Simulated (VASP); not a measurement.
**Ba2Tl5V3O12 under changes of volume**

One of the cells (17.670 Å³/atom); the others are scaled copies at fixed shape and fractional positions:

```
CELL_PARAMETERS angstrom
4.26504 2.46242 6.16899
-4.26504 2.46242 6.16899
0.00000 -4.92484 6.16899
ATOMIC_POSITIONS crystal
Ba 0.50000 0.50000 0.50000
Ba 0.00000 0.00000 0.00000
V 0.50000 0.50000 0.00000
V 0.00000 0.50000 0.50000
V 0.50000 0.00000 0.50000
Tl 0.00000 0.00000 0.50000
Tl 0.50000 0.00000 0.00000
Tl 0.00000 0.50000 0.00000
Tl 0.74045 0.74045 0.74045
Tl 0.25955 0.25955 0.25955
O 0.71652 0.08089 0.41242
O 0.41242 0.71652 0.08089
O 0.08089 0.41242 0.71652
O 0.58757 0.91911 0.28348
O 0.91911 0.28348 0.58757
O 0.28348 0.58757 0.91911
O 0.28348 0.91911 0.58757
O 0.58757 0.28348 0.91911
O 0.91911 0.58757 0.28348
O 0.41242 0.08089 0.71652
O 0.08089 0.71652 0.41242
O 0.71652 0.41242 0.08089
```

The cell was built by a generator and needn't be a form met in nature.

```yaml
Program: VASP 6.6.1
Functional: PBE
Potentials_or_basis: VASP PAW PBE potentials, release 64 (Ba_sv, V_sv, Tl_d, O)
Cutoff: 520 eV
k_mesh: 4 × 4 × 4
Occupations: fermi-dirac, width 0.05 eV
Spin: collinear spin, ferromagnetic start
Starting_moments: "[0.0, 0.0, 2.0, 2.0, 2.0, 0.0, 0.0, 0.0, 0.0, 0.0, 0.0, 0.0, 0.0, 0.0, 0.0, 0.0, 0.0, 0.0, 0.0, 0.0, 0.0, 0.0] μB"
```

```tsv
volume (Å³/atom)	energy over the lowest point (meV/atom)	pressure (GPa)	moment (μB per cell)	largest force (eV/Å)
16.284	23.06	7.1	1.08	0.968
16.630	?	?	?	?
16.977	2.30	2.4	1.10	0.346
17.670	0.00	-1.4	1.10	0.194
18.016	4.52	-3.0	1.10	0.437
18.363	15.79	-4.4	0.00	0.753
```

Q: What does the run at 16.630 Å³/atom give?

A: Energy over the lowest point 10.10 meV/atom; pressure 4.6 GPa; moment 1.09 μB per cell; largest force 0.646 eV/Å.

Worked out: A Birch-Murnaghan fit of order 3 (a polynomial in V^(-2/3)) to the other rows has its minimum at 17.44 Å³/atom with B0 = V·E''(V) = 110 GPa (rough, since the energies scatter) at fixed shape and positions, which overstates the stiffness. It gives 10.71 meV/atom at 16.630 Å³/atom, against the run's 10.10, and -dE/dV = 4.8 GPa, against 4.6. The moment follows no smooth curve through the other rows.

Energies are extrapolated to zero smearing.
